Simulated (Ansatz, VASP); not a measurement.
# P4S3O6 (P4S3O6 (P2_1/c)) in two plane-wave programs, part 2 of 3

Aim: how closely do two programs agree when they are given the same cell, functional and k mesh? Of the first pair: The structure shown is the start of the Ansatz relaxation below; VASP solves that cell, so the two are compared at the walk's first step.

VASP 6.6.1 and Ansatz 0.2.0.

So far: Set-up; Ansatz: relaxation, PBEsol.

## Step 3: VASP: single point, PBEsol, start cell, pair 1

Level of this step: PBEsol; plane waves and PAW (P, S, O) (VASP).

The same cell, functional, mesh and smearing now go to VASP, with its own data sets.

Lines of VASP's logs that name or quote its potential files are left out, and so is its time.

INCAR reads:

```
SYSTEM = P4S3O6
PREC = Accurate
ENCUT = 520
EDIFF = 1E-06
NELM = 120
ISMEAR = -1
SIGMA = 0.01
LREAL = Auto
ALGO = Normal
GGA = PS
NBANDS = 184
LORBIT = 11
LWAVE = .FALSE.
LCHARG = .FALSE.
ISIF = 2
LASPH = .TRUE.
GGA_COMPAT = .FALSE.
EFERMI = MIDGAP
KPAR = 8
```

POSCAR reads:

```
P4S3O6
1.0
   12.9530260000      0.0000000000      0.0000000000
    0.0000000000      8.6830640000      0.0000000000
   -0.1962220000      0.0000000000     10.1828910000
P S O
16 12 24
Direct
    0.1329970228      0.4849519709      0.3291419646
    0.8670030536      0.9849519709      0.1708579862
    0.2658620411      0.7858419562      0.9495669746
    0.1329970228      0.0150480291      0.8291419646
    0.2095540337      0.4391979605      0.5990069765
    0.7904460427      0.9391979605      0.9009929744
    0.7904460427      0.5608020395      0.4009929743
    0.2095540337      0.0608020395      0.0990069765
    0.3492500369      0.4183690227      0.3759889750
    0.6507500395      0.9183690227      0.1240109758
    0.6507500395      0.5816309773      0.6240109758
    0.3492500369      0.0816309773      0.8759889750
    0.2658620411      0.7141580438      0.4495669746
    0.7341380353      0.2141580438      0.0504329763
    0.7341380353      0.2858419562      0.5504329763
    0.8670030536      0.5150480291      0.6708579862
    0.4641630241      0.3177930049      0.3067429721
    0.5358370523      0.6822069951      0.6932569787
    0.4641630241      0.1822069951      0.8067429721
    0.0218770402      0.4547210524      0.2102369798
    0.9781230362      0.9547210524      0.2897629710
    0.9781230362      0.5452789476      0.7897629710
    0.0218770402      0.0452789476      0.7102369798
    0.2948000400      0.9259140552      0.4592939765
    0.7052000365      0.4259140552      0.0407059744
    0.7052000365      0.0740859448      0.5407059744
    0.2948000400      0.5740859448      0.9592939765
    0.5358370523      0.8177930049      0.1932569787
    0.1196160400      0.4239649737      0.4781939628
    0.7581220428      0.9042310410      0.2116099691
    0.7581220428      0.5957689590      0.7116099692
    0.2418780336      0.0957689590      0.7883899818
    0.3108900188      0.3655390540      0.5197849756
    0.6891100576      0.8655390540      0.9802149752
    0.6891100576      0.6344609460      0.4802149752
    0.3108900188      0.1344609460      0.0197849756
    0.1688600347      0.6636529456      0.3532219631
    0.8311400417      0.1636529456      0.1467779877
    0.8311400417      0.3363470544      0.6467779877
    0.1688600347      0.8363470544      0.8532219632
    0.2374950268      0.8726780086      0.0850159842
    0.2418780336      0.4042310410      0.2883899817
    0.7625050497      0.3726780086      0.4149839667
    0.7625050497      0.1273219914      0.9149839667
    0.8803840364      0.9239649737      0.0218059881
    0.8803840364      0.5760350263      0.5218059881
    0.1196160400      0.0760350263      0.9781939628
    0.3583410413      0.6055219678      0.3933749757
    0.6416590352      0.1055219678      0.1066249752
    0.6416590352      0.3944780322      0.6066249752
    0.3583410413      0.8944780322      0.8933749757
    0.2374950268      0.6273219914      0.5850159842
```

KPOINTS reads:

```
Automatic mesh
0
Gamma
2 3 3
0 0 0
```

The projector-augmented-wave data sets are P, S and O (PBE family, release 64).

Launch:

```console
$ mpirun -np 8 vasp_std
```

Numbers of over 12 decimals in the logs are rounded to 6 here.

The program printed:

```text
[banner, memory and clock lines left out]
running    8 mpi-ranks, on    1 nodes
[...]
|                                                                             |
|           W    W    AA    RRRRR   N    N  II  N    N   GGGG   !!!           |
|           W    W   A  A   R    R  NN   N  II  NN   N  G    G  !!!           |
|           W    W  A    A  R    R  N N  N  II  N N  N  G       !!!           |
|           W WW W  AAAAAA  RRRRR   N  N N  II  N  N N  G  GGG   !            |
|           WW  WW  A    A  R   R   N   NN  II  N   NN  G    G                |
|           W    W  A    A  R    R  N    N  II  N    N   GGGG   !!!           |
|                                                                             |
|     For optimal performance we recommend to set                             |
|       NCORE = 2 up to number-of-cores-per-socket                            |
|     NCORE specifies how many cores store one orbital (NPAR=cpu/NCORE).      |
|     This setting can greatly improve the performance of VASP for DFT.       |
[...]
|                                                                             |
|     You enforced a specific xc type in the INCAR file but a different       |
|     [... a line on the potential file left out ...]
|     I HOPE YOU KNOW WHAT YOU ARE DOING!                                     |
|                                                                             |

 LDA part: xc-table for (Slater+PW92), standard interpolation
 POSCAR, INCAR and KPOINTS ok, starting setup
[...]
entering main loop
       N       E                     dE             d eps       ncg     rms          rms(c)
DAV:   1     0.225719838940E+04    0.22572E+04   -0.13690E+05  2968   0.140E+03
DAV:   2    -0.111242899435E+03   -0.23684E+04   -0.23106E+04  3664   0.309E+02
DAV:   3    -0.361829433527E+03   -0.25059E+03   -0.24894E+03  3432   0.110E+02
DAV:   4    -0.368699849668E+03   -0.68704E+01   -0.68363E+01  3736   0.187E+01
[...]
DAV:  16    -0.339475524647E+03   -0.10342E-04   -0.22034E-05  3648   0.128E-02    0.151E-02
DAV:  17    -0.339475526678E+03   -0.20316E-05   -0.49170E-06  3128   0.617E-03    0.488E-03
DAV:  18    -0.339475527063E+03   -0.38450E-06   -0.18034E-06  2224   0.361E-03
   1 F= -.33947553E+03 E0= -.33947553E+03  d E =0.000000E+00
```

OUTCAR, selected parts (step 3):

```text
  Total       -9.3072503     -8.8396622     -8.3063462      0.0000000      0.0000000     -0.0118844
  in kB      -13.0201696    -12.3660477    -11.6199773      0.0000000      0.0000000     -0.0166254
  external PRESSURE =     -12.3353982 kB  Pullay stress =       0.0000000 kB

 POSITION                                       TOTAL-FORCE (eV/Angst)
 -----------------------------------------------------------------------------------
      1.65813      4.21087      3.35162         0.136666      0.033516      0.116793
     11.19679      8.55240      1.73983        -0.136666      0.033516     -0.116793
      3.25739      6.82352      9.66934        -0.035188      0.211530     -0.022130
      1.56002      0.13066      8.44306         0.136666     -0.033516      0.116793
      2.59682      3.81358      6.09962         0.054821      0.120765     -0.250889
     10.06187      8.15512      9.17471        -0.054821      0.120765      0.250889
     10.15998      4.86948      4.08327        -0.054821     -0.120765      0.250889
      2.69493      0.52795      1.00818         0.054821     -0.120765     -0.250889
      4.45007      3.63272      3.82865        -0.168230      0.098658      0.073804
      8.40485      7.97426      1.26279         0.168230      0.098658     -0.073804
      8.30674      5.05034      6.35424         0.168230     -0.098658     -0.073804
      4.35196      0.70881      8.92010        -0.168230     -0.098658      0.073804
      3.35550      6.20108      4.57789        -0.035188     -0.211530     -0.022130
      9.49941      1.85955      0.51355         0.035188     -0.211530      0.022130
[...]
-----------------------------------------------------------------------------------
    total drift:                               -0.010191     -0.000607      0.005240

  FREE ENERGIE OF THE ION-ELECTRON SYSTEM (eV)
  ---------------------------------------------------
  free  energy   TOTEN  =      -339.4755270630 eV

  energy  without entropy=     -339.4755270630  energy(sigma->0) =     -339.47552706

[... 2 further parts left out ...]
```

The run ends at a pressure of -1.23 GPa, with forces up to 0.28 eV/Å.

## Step 4: Side by side

Known differences besides the potentials themselves: the cutoff is 420 eV in Ansatz and 520 eV in VASP (PREC = Accurate, projectors in real space); Ansatz makes its cores anew for this functional, VASP keeps those of its PBE data sets. Total energies have different zeros and are not compared.

Forces on 8 of the 52 atoms, those with the largest forces and the largest differences (eV/Å; atoms numbered as in POSCAR):

```tsv
atom	Ansatz x, y, z	VASP x, y, z
P3	-0.076, 0.419, -0.036	-0.035, 0.212, -0.022
P9	-0.344, 0.201, 0.147	-0.168, 0.099, 0.074
P10	0.344, 0.201, -0.147	0.168, 0.099, -0.074
P11	0.344, -0.201, -0.147	0.168, -0.099, -0.074
P12	-0.344, -0.201, 0.147	-0.168, -0.099, 0.074
P13	-0.076, -0.419, -0.036	-0.035, -0.212, -0.022
P14	0.076, -0.419, 0.036	0.035, -0.212, 0.022
P15	0.076, 0.419, 0.036	0.035, 0.212, 0.022
```

The forces differ by 68 meV/Å r.m.s., which is 57.7 % of the r.m.s. force of 0.118 eV/Å (both taken over all components).

## Step 5: Ansatz: relaxation, PBEsol

This run makes the geometry at which the two programs are then compared. The cell compared in this pair holds 1249.49 Å³, against 1145.29 Å³ for the pair before.

The structure compared here is the end of the Ansatz relaxation.

input.yaml reads:

```yaml
crystal:
  lattice:
    - [12.9530262, 0.0, 0.0]
    - [0.0, 8.683064, 0.0]
    - [-0.1962216, 0.0, 10.1828906]
  atoms:
    - { symbol: P, position: [0.132997, 0.484952, 0.329142] }
    - { symbol: P, position: [0.867003, 0.984952, 0.170858] }
    - { symbol: P, position: [0.265862, 0.785842, 0.949567] }
    - { symbol: P, position: [0.132997, 0.015048, 0.829142] }
    - { symbol: P, position: [0.209554, 0.439198, 0.599007] }
    - { symbol: P, position: [0.790446, 0.939198, 0.900993] }
    - { symbol: P, position: [0.790446, 0.560802, 0.400993] }
    - { symbol: P, position: [0.209554, 0.060802, 0.099007] }
    - { symbol: P, position: [0.34925, 0.418369, 0.375989] }
    - { symbol: P, position: [0.65075, 0.918369, 0.124011] }
    - { symbol: P, position: [0.65075, 0.581631, 0.624011] }
    - { symbol: P, position: [0.34925, 0.081631, 0.875989] }
    - { symbol: P, position: [0.265862, 0.714158, 0.449567] }
    - { symbol: P, position: [0.734138, 0.214158, 0.050433] }
    - { symbol: P, position: [0.734138, 0.285842, 0.550433] }
    - { symbol: P, position: [0.867003, 0.515048, 0.670858] }
    - { symbol: S, position: [0.464163, 0.317793, 0.306743] }
    - { symbol: S, position: [0.535837, 0.682207, 0.693257] }
    - { symbol: S, position: [0.464163, 0.182207, 0.806743] }
    - { symbol: S, position: [0.021877, 0.454721, 0.210237] }
    - { symbol: S, position: [0.978123, 0.954721, 0.289763] }
    - { symbol: S, position: [0.978123, 0.545279, 0.789763] }
    - { symbol: S, position: [0.021877, 0.045279, 0.710237] }
    - { symbol: S, position: [0.2948, 0.925914, 0.459294] }
    - { symbol: S, position: [0.7052, 0.425914, 0.040706] }
    - { symbol: S, position: [0.7052, 0.074086, 0.540706] }
    - { symbol: S, position: [0.2948, 0.574086, 0.959294] }
    - { symbol: S, position: [0.535837, 0.817793, 0.193257] }
    - { symbol: O, position: [0.119616, 0.423965, 0.478194] }
    - { symbol: O, position: [0.758122, 0.904231, 0.21161] }
    - { symbol: O, position: [0.758122, 0.595769, 0.71161] }
    - { symbol: O, position: [0.241878, 0.095769, 0.78839] }
    - { symbol: O, position: [0.31089, 0.365539, 0.519785] }
    - { symbol: O, position: [0.68911, 0.865539, 0.980215] }
    - { symbol: O, position: [0.68911, 0.634461, 0.480215] }
    - { symbol: O, position: [0.31089, 0.134461, 0.019785] }
    - { symbol: O, position: [0.16886, 0.663653, 0.353222] }
    - { symbol: O, position: [0.83114, 0.163653, 0.146778] }
    - { symbol: O, position: [0.83114, 0.336347, 0.646778] }
    - { symbol: O, position: [0.16886, 0.836347, 0.853222] }
    - { symbol: O, position: [0.237495, 0.872678, 0.085016] }
    - { symbol: O, position: [0.241878, 0.404231, 0.28839] }
    - { symbol: O, position: [0.762505, 0.372678, 0.414984] }
    - { symbol: O, position: [0.762505, 0.127322, 0.914984] }
    - { symbol: O, position: [0.880384, 0.923965, 0.021806] }
    - { symbol: O, position: [0.880384, 0.576035, 0.521806] }
    - { symbol: O, position: [0.119616, 0.076035, 0.978194] }
    - { symbol: O, position: [0.358341, 0.605522, 0.393375] }
    - { symbol: O, position: [0.641659, 0.105522, 0.106625] }
    - { symbol: O, position: [0.641659, 0.394478, 0.606625] }
    - { symbol: O, position: [0.358341, 0.894478, 0.893375] }
    - { symbol: O, position: [0.237495, 0.627322, 0.585016] }
basis:
  ecutwfc: 420
  xc_grid: 2
hamiltonian:
  xc: pbesol
kpoints:
  mp_grid: { grid: [2, 3, 3] }
scf:
  occupations: { method: fermi_dirac, width: 0.01 }
  max_iter: 150
output:
  forces: true
  stress: true
relax:
  f_tol: 0.01
  max_steps: 60
  cell: {}
checkpoint:
  write: "../pbesol.run"
  compress: false
  write_wavefunctions: false
  write_every: 100000
```

Launch:

```console
$ ansatz run input.yaml --threads 4 --pin off --max-ram 6594MiB --backend cpu --events-out ev --progress --plain --runs-dir out
```

The program printed:

```text
[...]
Crystal: 52 atoms, lattice volume = 1145.290 Å³
Basis set: ecut = 420 eV, 22387 PW (Γ), exchange–correlation on 180×120×144 points (8 copies of the dense FFT grid, shifted against one another)
Bands: 200, of which v1, the nominal top of the filled ones, is band 148 counted from 1 (147 counted from 0)
Symmetry: 4 space group operations
[...]
k-points: 8 of 18
[...]
- { symbol: O, position: [0.740443, 0.889394, 0.844600] }
    - { symbol: O, position: [0.740443, 0.610606, 0.344600] }
    - { symbol: O, position: [0.259557, 0.110606, 0.155400] }
[...]
- { symbol: O, position: [0.662482, 0.053594, 0.013306] }
    - { symbol: O, position: [0.662482, 0.446406, 0.513306] }
    - { symbol: O, position: [0.337518, 0.946406, 0.986694] }
    - { symbol: O, position: [0.197185, 0.663803, 0.607694] }
[key lines of the parts left out:]
SCF converged after 6 iterations
Free energy (F): -35928.113314 eV
Fermi energy:    2.040796 eV
P = ⅓ Tr σ = 0.0042 GPa (0.042 kbar)
```

[end of part 2 of 3]

[Lines on the potential files, build, host, timing and source positions are cut from VASP's logs without a mark.]

[Logs are printed without paths, hosts, clocks, repeated set-up lines and the standing remarks that a program may print on its own settings, such as how far it seeks lower states.]

[Hosts, paths, dates, database ids (printed as entryN), source tags and the programs' standing remarks are cut or masked in the printed files.]
